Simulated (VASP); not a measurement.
The system is Sn2Ge.

```
CELL_PARAMETERS angstrom
3.93363 0.00000 0.00000
-1.96682 3.40663 0.00000
0.00000 0.00000 6.07591
ATOMIC_POSITIONS crystal
Sn 0.66667 0.33333 0.79266
Sn 0.66667 0.33333 0.20734
Ge 0.00000 0.00000 0.00000
```

The cell was built by a generator and needn't be a form met in nature.

* Program: VASP 6.6.1
* Task: relaxation of cell and atoms
* Functional: PBE
* Potentials or basis: VASP PAW PBE potentials, release 64 (Sn_d, Ge_d)
* Cutoff: 520 eV
* k mesh: 6 × 6 × 4
* Occupations: gaussian, width 0.15 eV
* Spin: no spin polarisation

At the start: pressure 21.5 GPa; volume 27.14 Å³/atom.

Problem. Where does the relaxation end?

Solution. Over 5 steps the energy falls by 686.1 meV/atom and the volume is 33.11 Å³/atom (+22.0 %); space group P-6m2 (No. 187, to 0.05 Å).

The path:
```
step  energy change (eV)  largest force (eV/Å)  pressure (GPa)  volume (Å³)
   1              0.0000                6.8826           21.46        81.42
   2             -0.6617                1.1432           -6.95       131.59
   3             -2.0331                0.3204           -1.89       102.17
   4             -2.0525                0.1203           -0.92       100.55
   5             -2.0582                0.0576           -0.16        99.33
```

Final structure:
```
CELL_PARAMETERS angstrom
4.13157 0.00000 0.00000
-2.06579 3.57805 0.00000
0.00000 0.00000 6.71933
ATOMIC_POSITIONS crystal
Sn 0.66667 0.33333 0.76450
Sn 0.66667 0.33333 0.23550
Ge 0.00000 0.00000 0.00000
```

Caveat: the volume moved by over 15 % at a fixed basis, so the end points are rough.
